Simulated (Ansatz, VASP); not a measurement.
# Cross-check of WSO (2H-WOS monolayer) between VASP and Ansatz

Aim: how closely do two programs agree when they are given the same cell, functional and k mesh? The structure shown is the start of the Ansatz relaxation below; VASP solves that cell, so the two are compared at the walk's first step.

Main program and level: Ansatz 0.2.0; plane waves, with VASP 6.6.1 beside it; single point at LDA.

## (1) Set-up

The cell holds 3 atoms: 1 S, 1 W and 1 O. Its edges and angles: a = 3.053 Å, b = 3.053 Å, c = 29.844 Å, α = 90.0°, β = 90.0°, γ = 120.0°. Vacuum lies along c. The height across the vacuum is the one that the program set for its solve, not the one typed.

## (2) Ansatz: relaxation, LDA

Ansatz runs on its default PAW (the set named soft_2) files.

The two programs are compared at the cell with which this relaxation starts, whose forces are those of its first step.

The input, input.yaml:

```yaml
crystal:
  lattice:
    - [3.052956, 0.0, 0.0]
    - [-1.526478, 2.6439374526, 0.0]
    - [0.0, 0.0, 21.022203858]
  atoms:
    - { symbol: S, position: [0.3333333333, 0.6666666667, 0.4281187672] }
    - { symbol: W, position: [0.0, 0.0, 0.514321132] }
    - { symbol: O, position: [0.3333333333, 0.6666666667, 0.5718812328] }
  periodic: [true, true, false]
kpoints:
  mp_grid: { grid: [12, 12, 1] }
hamiltonian:
  xc: lda
scf:
  occupations: { method: fermi_dirac, width: 0.05 }
  convergence: { dr2_threshold: 1.0e-09 }
relax:
  f_tol: 0.004
  max_steps: 90
  cell: {}
output:
  write_potential: true
  write_density: true
  volumetric_format: npy
```

The run is started by

```bash
ansatz run input.yaml --threads 2 --pin off --max-ram 3072MiB --backend cpu --events-out ev --progress --plain --runs-dir out
```

Numbers of over 12 decimals in the logs are rounded to 6 here.

The program printed:

```text
Warning: crystal.periodic: the lattice vector that does not repeat stood 0.000° off the slab's normal, 21.022 Å along it as the deck builds it. The run solves the slab on a vector along the normal, 29.844 Å long, with every atom where it was (on the deck's vector they left 18.00 Å outside them, and the widest stretch free of ions among them is 1.81 Å). A fractional position that the run reports is one of the run's ce [...]
Warning: relax.cell: scf.convergence.dr2_threshold = 1e-9 eV is looser than the 1.7690995624e-10 eV advised for a relaxation that steers and ends on the stress (1e-10 eV for each atom of the cell: 3, times the square of relax.cell.stress_2d_tol = 0.05 N/m over 13.0 Å (the atoms' height at the walk's start and 5 Å past either face), 3.840e-2 GPa, over a crystal's default 0.05). What an SCF threshold leaves in a stress goes as its square root, and in the free energy as the threshold itself, and one threshold admits the most on a small cell: [figures from the program's tests cut] Set scf.convergence.dr2_threshold to 1.7690995624e-10 eV or tighter. [rest of the remark cut]
crystal.periodic: the lattice vector that does not repeat stood 0.000° off the slab's normal, 21.022 Å along it as the deck builds it. The run solves the slab on a vector along the normal, 29.844 Å long, with every atom where it was (on the deck's vector they left 18.00 Å outside them, and the widest stretch free of ions among them is 1.81 Å). A fractional position that the run reports is one of the run's cell, which [...]
Engine: ansatz 0.2.0, x86_64-unknown-linux-gnu
Pseudopotentials: kind: paw
Pseudopotential: S, paw, valence charge 6, recommended cutoff 420 eV (normal), S.paw.azcp
Pseudopotential: W, paw, valence charge 14, recommended cutoff 420 eV (normal), W.paw.azcp
Pseudopotential: O, paw, valence charge 6, recommended cutoff 420 eV (normal), O.paw.azcp
Functional definition: SPW92
  exchange = slater_x
  correlation = pw_c
Crystal: 3 atoms, lattice volume = 240.899 Å³
Basis set: ecut = 420 eV, 4659 PW (Γ)
Bands: 17, of which v1, the nominal top of the filled ones, is band 13 counted from 1 (12 counted from 0)
Symmetry: 6 space group operations
Space group: P3m1 (ITA 156), of the structure as read, at distance tolerance 6.2e-5 Å
k-points: 19 of 144 (time reversal used)
Non-local potential: S, projectors of the file, l = 0: 2, l = 1: 2, l = 2: 2
[...]
Crystal: 3 atoms, lattice volume = 225.600 Å³
iter 1 solved again at ethr=5.22e-8 eV; its pass at ethr=3.10e-3 eV (dr2=1.36e-5 eV) is discarded
SCF iter   1: F=—  HF=-11556.156581 eV  |F-HF|=—  |Δ(HF+E_count)|=         —  Δρ=3.73e-5  dr2=1.16e-5  ethr=5.22e-8  ⟨swp⟩=4.7  Hψ=3350  notcnv=0
preconditioner: auto → Resta (q_TF=auto, 1.903 Å⁻¹)  ε∞=2.0  [insulator: Δε(μ)=1.669 eV  Ē_g=10.323 eV  σ=0.050 eV  W_gap=1.00  n_scr=18 (ndim 8)  ℏωp=10.5 eV  f_vac=0.791  D(μ)=0.00/eV (n_scr^D=0)  ε∞_Penn≈2.0  vacuum switching on, ρ_ref=7.7e-3 e/Å³]
SCF iter   2: F=—  HF=-11556.156584 eV  |F-HF|=—  |Δ(HF+E_count)|=   2.98e-6  Δρ=4.67e-5  dr2=2.71e-5  ethr=4.46e-8  ⟨swp⟩=3.0  Hψ=546  notcnv=0  recentre
SCF iter   3: F=—  HF=-11556.156580 eV  |F-HF|=—  |Δ(HF+E_count)|=   4.23e-6  Δρ=1.44e-5  dr2=5.85e-7  ethr=4.46e-8  ⟨swp⟩=2.6  Hψ=418  notcnv=0
SCF iter   4: F=—  HF=-11556.156538 eV  |F-HF|=—  |Δ(HF+E_count)|=   4.17e-5  Δρ=4.56e-6  dr2=6.28e-8  ethr=2.25e-9  ⟨swp⟩=3.3  Hψ=643  notcnv=0
SCF iter   5: F=—  HF=-11556.156538 eV  |F-HF|=—  |Δ(HF+E_count)|=  5.69e-10  Δρ=3.09e-6  dr2=2.84e-8  ethr=2.41e-10  ⟨swp⟩=3.3  Hψ=721  notcnv=0
SCF iter   6: F=—  HF=-11556.156538 eV  |F-HF|=—  |Δ(HF+E_count)|=   3.25e-9  Δρ=9.43e-7  dr2=4.66e-9  ethr=1.09e-10  ⟨swp⟩=2.8  Hψ=552  notcnv=0
SCF iter   7: F=-11556.156538 eV  HF=-11556.156538 eV  |F-HF|=2.22e-10  |Δ(HF+E_count)|=  5.13e-10  Δρ=4.21e-7  dr2=4.67e-10  ethr=3.85e-12  ⟨swp⟩=14.6  Hψ=3016  notcnv=0
SCF 9 converged in 7 iterations: F = -11556.156538 eV  dr2 = 4.67e-10
relax step   9: F+E_penalty+E_count = -11556.15653832 eV  Δ(F+E_penalty+E_count) = -1.236e-4 eV  max|allowed force component| = 8.414e-4 eV/Å  Δτ_max = 0.0004 Å  P = -0.006 N/m  Ω = 225.600 Å³  energy of the carried Pulay correction = +9.530e-5 eV  fix = [c, alpha, beta]  reactions: c -0.000 N/m  (7 SCF iters, accepted)
iter 1 solved again at ethr=2.17e-7 eV; its pass at ethr=3.10e-3 eV (dr2=5.64e-5 eV) is discarded
SCF iter   1: F=—  HF=-11556.156485 eV  |F-HF|=—  |Δ(HF+E_count)|=         —  Δρ=3.27e-6  dr2=7.70e-9  ethr=2.17e-7  ⟨swp⟩=6.9  Hψ=5332  notcnv=0
eigensolver tolerance schedule: the retry pair's looser diagonalisation over-reported the residual by 7324.21 of it (diagonalisation noise at 1.05 of the residual, at the tolerance the schedule requests for it); recorded, not acted on — ethr = c·dr2/N_el stays at c = 1.0e-1
SCF iter   2: F=—  HF=-11556.156447 eV  |F-HF|=—  |Δ(HF+E_count)|=   3.83e-5  Δρ=2.34e-6  dr2=1.96e-8  ethr=2.96e-11  ⟨swp⟩=7.5  Hψ=1467  notcnv=0
SCF iter   3: F=—  HF=-11556.156447 eV  |F-HF|=—  |Δ(HF+E_count)|=   2.02e-9  Δρ=1.09e-6  dr2=2.78e-9  ethr=2.96e-11  ⟨swp⟩=2.8  Hψ=519  notcnv=0
SCF iter   4: F=-11556.156447 eV  HF=-11556.156447 eV  |F-HF|=5.55e-10  |Δ(HF+E_count)|=  2.22e-10  Δρ=5.80e-7  dr2=7.16e-10  ethr=3.85e-12  ⟨swp⟩=16.1  Hψ=3545  notcnv=0
SCF 10 converged in 4 iterations: F = -11556.156447 eV  dr2 = 7.16e-10
relax step  10: F+E_penalty+E_count = -11556.15644685 eV  Δ(F+E_penalty+E_count) = +9.147e-5 eV  max|allowed force component| = 8.426e-4 eV/Å  Δτ_max = 0.0000 Å  P = -0.008 N/m  Ω = 225.600 Å³  fix = [c, alpha, beta]  reactions: c -0.000 N/m  stress off target by 7.97e-3 N/m on what of the cell is left free  SCF on the basis re-selected at this cell (its energy is not comparable with the rows above)  (4 SCF iters)
basis re-selected at this cell: Δ(F+E_penalty+E_count) = +9.147e-5 eV, ΔP = -0.001 N/m vs the last step (what re-selecting the basis moved, of the pressure what is left beyond the Pulay correction that the steps carried, after the strain that the cell walked since its last selection, with what the two solves' SCF thresholds leave and, on support functions, any second-order correction that the steps lacked; it is no m [...]
WARN: The output density's exchange-correlation potential varies sharply where the density is thin. Do not read a vacuum level from v_tot or v_xc, or from such a field of the output density. On a cell that repeats whose density bears no net charge and no dipole along the vacuum's axis use v_es (v_loc + v_h of the components); under efield.dipole_correction with no amplitude use v_es + v_field, which holds any externa [...]
SCF converged after 4 iterations
Free energy (F): -11556.156447 eV
Harris-Foulkes:  -11556.156447 eV  (|F-HF|=5.55e-10)
Internal energy: -11556.156447 eV  (E = F + TS)
E sigma→0 (E₀):  -11556.156447 eV
Fermi energy:    -5.041339 eV
--- Per-component energies (eV) ---
  E_band       = -663.523811
  E_kinetic    = 736.147679
  E_local      = -51686.169955  (includes V_loc(G=0)·N_el)
  E_nonlocal   = 84.986783
  E_hartree    = 25397.636340
  E_xc         = -435.118944
  E_vxc        = -421.551881  (∫ρ·V_xc dr)
  E_paw        = -9025.277230  (= ΣΔE_a)
  E_vpaw       = -172.208992  (= ΣTr[D̂ρ^β])
  E_aug_tail   = 0.002440  (compensation charges beyond the density's cutoff)
  E_ewald      = 23371.103168
  E_core_change = 0.533272  (= ΣΔE_core)
  E_smearing   = -0.000000  (= −TS)
  E_closure    = -0.000000  (closes the sum)
  Σ components = -11556.156447   (vs F -11556.156447, Δ=0.00e0)
--- Forces (eV/Å), atoms counted from 1 ---
  atom   1  S     -0.00000000     0.00000000    -0.00091118
  atom   2  W     -0.00000000    -0.00000000     0.00077080
  atom   3  O      0.00000000     0.00000000    -0.00006533
  max |Σ_I F_I| component: 2.06e-4 eV/Å
--- 2D stress c σ (N/m, compression-positive) ---
       -0.007966      -0.000000       0.000000
        0.000000      -0.007966      -0.000000
        0.000000      -0.000000      -0.000000
  P = ½ c Tr σ = -0.0080 N/m
--- Band table (eV; the first three rows and the last of 19) ---
  k-point 0: bands = [... 9 lower, -9.5317, -8.0599, -8.0599, -5.8638, -3.3702, -3.3702, -2.7931, -2.7931]
  k-point 1: bands = [... 9 lower, -9.5134, -8.3170, -8.1743, -5.9854, -3.4963, -3.3514, -3.0183, -2.6523]
  k-point 2: bands = [... 9 lower, -9.8158, -8.6766, -8.3801, -6.4472, -3.7311, -3.3915, -3.0967, -2.2024]
  k-point 18: bands = [... 9 lower, -10.9826, -10.2035, -9.0971, -6.8590, -4.1950, -2.6756, -1.5732, -0.7953]
  the weakly bound empty levels are not read free of the cell's end (no_gap_told)
--- Relaxed structure (8 steps of the walk, 8 accepted, 2 SCFs on fresh bases) ---
  F+E_penalty+E_count = -11556.15644685 eV   max|allowed force component| = 8.426e-4 eV/Å   (the final SCF, on the basis selected at the relaxed cell)
  cell:  # Å, volume = 225.6001 Å³
    - [2.954424, 0, 0]
    - [-1.477212, 2.558606, 0]
    - [0, 0, 29.844408]
  atoms:
    - { symbol: S, position: [0.333333, 0.666667, 0.306513] }
    - { symbol: W, position: [2.438716596400137e-17, 4.877433193123392e-17, 0.360923] }
    - { symbol: O, position: [0.333333, 0.666667, 0.399243] }
```

In the SCF lines HF is the Harris–Foulkes energy and dr2 the Hartree energy of the density residual, in eV; the loop may stop once dr2 is under the threshold and the program's other checks hold. Hψ counts applications of the Hamiltonian.

## (3) VASP: single point, LDA, start cell

The same cell, functional (in two slightly different forms), mesh and smearing now go to VASP, with its own data sets.

Lines of VASP's logs that name or quote its potential files are left out, and so is its time.

The input, INCAR:

```
SYSTEM = WSO
PREC = Accurate
ENCUT = 520
EDIFF = 1E-06
NELM = 120
ISMEAR = -1
SIGMA = 0.05
LREAL = .FALSE.
ALGO = Normal
GGA = PW92
NBANDS = 15
LASPH = .TRUE.
LORBIT = 11
LWAVE = .FALSE.
LCHARG = .FALSE.
ISIF = 2
LDIPOL = .TRUE.
IDIPOL = 3
DIPOL = 0.5 0.5 0.356
LVHAR = .TRUE.
GGA_COMPAT = .FALSE.
EFERMI = MIDGAP
NELMDL = -8
```

The input, POSCAR:

```
WSO
1.0
    3.0529560000      0.0000000000      0.0000000000
   -1.5264780000      2.6439370000      0.0000000000
    0.0000000000      0.0000000000     29.8444080000
S W O
1 1 1
Direct
    0.3333333964      0.6666667927      0.3015640317
    0.0000000000      0.0000000000      0.3622844186
    0.3333333964      0.6666667927      0.4028293676
```

The input, KPOINTS:

```
Automatic mesh
0
Gamma
12 12 1
0 0 0
```

The projector-augmented-wave data sets are S, W and O (LDA family, release 64).

The run is started by

```bash
mpirun -np 1 vasp_std
```

The program printed:

```text
[banner, memory and clock lines left out]
running    1 mpi-ranks, on    1 nodes
 distrk:  each k-point on    1 cores,    1 groups
 distr:  one band on    1 cores,    1 groups

 POSCAR found type information on POSCAR S W O
 POSCAR found :  3 types and       3 ions
|                                                                             |
|               ----> ADVICE to this user running VASP <----                  |
|                                                                             |
|     You enforced a specific xc type in the INCAR file but a different       |
|     [... a line on the potential file left out ...]
|     I HOPE YOU KNOW WHAT YOU ARE DOING!                                     |
|                                                                             |

 LDA part: xc-table for (Slater(with rela. corr.)+PW92), standard interpolation
 POSCAR, INCAR and KPOINTS ok, starting setup
 FFT: planning ... GRIDC
 FFT: planning ... GRID_SOFT
 FFT: planning ... GRID
 WAVECAR not read
 entering main loop
       N       E                     dE             d eps       ncg     rms          rms(c)
DAV:   1     0.146417238809E+03    0.14642E+03   -0.61022E+03   570   0.861E+02
DAV:   2    -0.996543058136E+01   -0.15638E+03   -0.14448E+03   999   0.176E+02
DAV:   3    -0.308615193202E+02   -0.20896E+02   -0.20688E+02   794   0.849E+01
DAV:   4    -0.312855715061E+02   -0.42405E+00   -0.42202E+00   805   0.144E+01
DAV:   5    -0.312920303050E+02   -0.64588E-02   -0.64564E-02   760   0.164E+00
DAV:   6    -0.312922247015E+02   -0.19440E-03   -0.19439E-03   770   0.274E-01
DAV:   7    -0.312922320436E+02   -0.73421E-05   -0.73421E-05   824   0.465E-02
DAV:   8    -0.312922323154E+02   -0.27179E-06   -0.27174E-06   683   0.900E-03    0.261E+01
DAV:   9    -0.286352421130E+02    0.26570E+01   -0.12351E+01   766   0.303E+01    0.962E+00
DAV:  10    -0.282846181821E+02    0.35062E+00   -0.42519E+00   731   0.200E+01    0.859E+00
DAV:  11    -0.279421873839E+02    0.34243E+00   -0.79537E-01   717   0.842E+00    0.117E+00
DAV:  12    -0.279318256332E+02    0.10362E-01   -0.11253E-01   766   0.312E+00    0.489E-01
DAV:  13    -0.279310644258E+02    0.76121E-03   -0.11868E-02   759   0.920E-01    0.394E-01
DAV:  14    -0.279304269078E+02    0.63752E-03   -0.26464E-03   801   0.355E-01    0.179E-01
[...]
DAV:  21    -0.279309662529E+02   -0.37670E-04   -0.52674E-06   738   0.101E-02    0.455E-03
DAV:  22    -0.279309911451E+02   -0.24892E-04   -0.13740E-06   665   0.621E-03    0.411E-03
DAV:  23    -0.279309972885E+02   -0.61433E-05   -0.16894E-07   635   0.380E-03    0.139E-03
DAV:  24    -0.279310051022E+02   -0.78137E-05   -0.36998E-07   597   0.211E-03    0.106E-03
DAV:  25    -0.279310076839E+02   -0.25818E-05   -0.63910E-08   621   0.107E-03    0.420E-04
DAV:  26    -0.279310096534E+02   -0.19695E-05   -0.33172E-08   635   0.769E-04    0.462E-04
DAV:  27    -0.279310107764E+02   -0.11230E-05   -0.30794E-08   600   0.721E-04    0.209E-04
DAV:  28    -0.279310111502E+02   -0.37381E-06   -0.77389E-09   635   0.320E-04
   1 F= -.27931011E+02 E0= -.27931011E+02  d E =-.117703E-06
```

[end of part 1 of 2]

[Lines on the potential files, build, host, timing and source positions are cut from VASP's logs without a mark.]

[Logs are printed without paths, hosts, clocks, repeated set-up lines and the standing remarks that a program may print on its own settings, such as how far it seeks lower states.]

[Hosts, paths, dates, database ids (printed as entryN), source tags and the programs' standing remarks are cut or masked in the printed files.]
